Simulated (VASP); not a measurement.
Here is the system:

```
CaO
1.0
    0.00000     2.41955     2.41955
    2.41955     0.00000     2.41955
    2.41955     2.41955     0.00000
Ca O
1 1
Cartesian
  0.00000   0.00000   0.00000
  2.41955   2.41955   2.41955
```

All values below come from PBE GGA, VASP's PBE PAW potentials (set 64) (plane waves; VASP 6.6.1). Numerical set-up: 520 eV cut-off, 9×9×9 Γ-centred mesh, Gaussian smearing of 0.050 eV, potentials Ca_sv O.

Q: Estimate the energy per atom (σ→0).

A: 
| Quantity | Value |
|---|---|
| energy per atom (σ→0) | -6.403 eV/atom |

Only differences to runs with the same potentials and settings are physical.

The compound is CaO in the rock salt structure. It was relaxed first.
